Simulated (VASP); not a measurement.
VASP runs on ZnNiF6 (space group R-3) share one base input (LDA (Ceperley-Alder, Perdew-Zunger), plane waves, VASP's LDA PAW potentials (set 64)) and change the settings named in each case.

POSCAR:
```
ZnNiF6
1
    2.4248300000     1.3999760000     4.3655530000
   -2.4248300000     1.3999760000     4.3655530000
    0.0000000000    -2.7999530000     4.3655530000
Zn Ni F
1 1 6
Direct
  0.5000000000   0.5000000000   0.5000000000
  0.0000000000   0.0000000000   0.0000000000
  0.7696800000   0.0973970000   0.3699500000
  0.2303200000   0.9026030000   0.6300500000
  0.3699500000   0.7696800000   0.0973970000
  0.6300500000   0.2303200000   0.9026030000
  0.0973970000   0.3699500000   0.7696800000
  0.9026030000   0.6300500000   0.2303200000
```

### KPOINTS
```
Automatic
0
gamma
6 6 6
```

INCAR:
```
SYSTEM = ZnNiF6
PREC = Accurate
ENCUT = 400
EDIFF = 1E-6
NELM = 100
ALGO = Normal
LREAL = .FALSE.
LASPH = .TRUE.
ISMEAR = 0
SIGMA = 0.01
LMAXMIX = 4
LWAVE = .FALSE.
LCHARG = .FALSE.
ISIF = 2
```

POTCAR, in this order: Zn Ni F (LDA.64 set). Program: vasp_std.

```
change                                                                        E(σ→0) (eV/atom)  pressure (GPa)
----------------------------------------------------------------------------  ----------------  --------------
base run                                                                               -4.5619          -17.67
GGA = PS, POTCAR Zn Ni F (PBE.64 set)                                                  -4.1778          -11.75
KPOINTS 7×7×7 Γ-centred mesh                                                           -4.5618          -17.69
LDAU = .TRUE., LDAUJ = 0 0 0, LDAUL = 2 -1 -1, LDAUTYPE = 2, LDAUU = 7.0 0 0           -4.5631          -21.23
```
 Energies of different potentials or functionals have different zeros.  At 400 eV the pressure can carry a Pulay error.

Left out are runs that ran out of time, are held back, or changed the cell or the kind of run, fixed moments of cells without a moment, rows past the twelfth, gaps on odd meshes, pressures of charged cells and columns that move by less than the noise.

The structure comes from a computed database's ZnNiF6 entry (R-3); how it stands against other phases isn't given here. The cell was not relaxed at this level. The run is not spin-polarised, so no magnetic state was tried.
